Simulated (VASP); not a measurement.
```xyz
4
Lattice="3.5687 0.0000 0.0000 0.0000 3.5687 0.0000 0.0000 0.0000 3.5687" Properties=species:S:1:pos:R:3 pbc="T T T"
Fe     0.0000     0.0000     0.0000
Ni     0.0000     1.7843     1.7843
Ni     1.7843     0.0000     1.7843
Ni     1.7843     1.7843     0.0000
```

Level of theory: PBE GGA, VASP's PBE PAW potentials (set 64) (plane waves; VASP). Settings: 300 eV cut-off, 9×9×9 Γ-centred mesh, Fermi-Dirac smearing of 0.14 eV, potentials Fe Ni.

The run has a spin-polarised start.

### Question
Give the spin-up energies of bands 11 to 24 at the high-symmetry points, in eV from the Fermi level.

### Answer

| band | Γ | X | M | R |
|---|---|---|---|---|
| 11 | -1.64 | -2.53 | -2.82 | -2.50 |
| 12 | -1.64 | -2.00 | -2.82 | -2.50 |
| 13 | -0.82 | -1.87 | -2.66 | -0.91 |
| 14 | -0.82 | -1.87 | -1.87 | -0.91 |
| 15 | -0.80 | -1.65 | -1.76 | -0.82 |
| 16 | -0.70 | -1.65 | -1.76 | -0.82 |
| 17 | -0.70 | -1.55 | -1.67 | -0.82 |
| 18 | -0.70 | -1.50 | -1.67 | -0.79 |
| 19 | -0.62 | -1.39 | -1.48 | -0.79 |
| 20 | -0.62 | -1.02 | -1.44 | -0.79 |
| 21 | -0.62 | -0.70 | 0.71 | -0.46 |
| 22 | 2.25 | -0.62 | 0.71 | -0.46 |
| 23 | 2.25 | 7.38 | 0.76 | -0.46 |
| 24 | 2.25 | 7.38 | 0.78 | -0.32 |

### Question
Give the spin-down energies of bands 11 to 24 at the high-symmetry points, in eV from the Fermi level.

### Answer

| band | Γ | X | M | R |
|---|---|---|---|---|
| 11 | -0.55 | -1.40 | -2.00 | -1.34 |
| 12 | -0.55 | -1.17 | -1.59 | -1.34 |
| 13 | 0.00 | -0.92 | -1.17 | -0.45 |
| 14 | 0.28 | -0.92 | -1.17 | -0.42 |
| 15 | 0.28 | -0.82 | -1.15 | -0.42 |
| 16 | 0.28 | -0.39 | -0.78 | -0.42 |
| 17 | 1.01 | -0.08 | -0.64 | 0.07 |
| 18 | 1.01 | -0.08 | 0.21 | 0.07 |
| 19 | 1.26 | 0.28 | 0.21 | 0.07 |
| 20 | 1.26 | 0.56 | 0.46 | 0.80 |
| 21 | 1.26 | 0.64 | 1.37 | 0.80 |
| 22 | 2.27 | 1.23 | 1.37 | 0.80 |
| 23 | 2.27 | 7.74 | 2.30 | 1.14 |
| 24 | 2.27 | 7.74 | 2.38 | 1.14 |

It has no gap at this level: it comes out as a metal or semimetal.

The structure comes from a computed database's FeNi3 entry; how it stands against other phases isn't given here. The cell was not relaxed at this level.
